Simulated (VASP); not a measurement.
# WSb (relaxed from the NiAs type structure, space group P6_3/mmc): computed properties

These are PBEsol GGA, VASP's PBE PAW potentials (set 64) (plane waves; VASP) values and carry that method's errors.

```yaml
space_group: P6_3/mmc (194)
cell: a = 3.253 Å, b = 3.253 Å, c = 8.124 Å, α = 90.00°, β = 90.00°, γ = 120.00°
volume_per_atom: 18.62 Å³/atom
band gap (over mesh and band path): none (metal, semimetal or under 0.01 eV)
density: 13.63 g/cm³
```

```
WSb
1.0
    3.25338     0.00000     0.00000
   -1.62669     2.81751     0.00000
    0.00000     0.00000     8.12419
W Sb
2 2
Direct
  0.00000   0.00000   0.00000
  0.00000   0.00000   0.50000
  0.33333   0.66667   0.25000
  0.66667   0.33333   0.75000
```

Unless said otherwise, spin-orbit coupling is left out, though it shifts the bands of the heavy elements here.

The structure was generated: WSb was put into the NiAs type type (P6_3/mmc), which need not be its known phase. It was relaxed first, which changed the volume by -44 %. Symmetry was kept, so distortions that lower it aren't found.
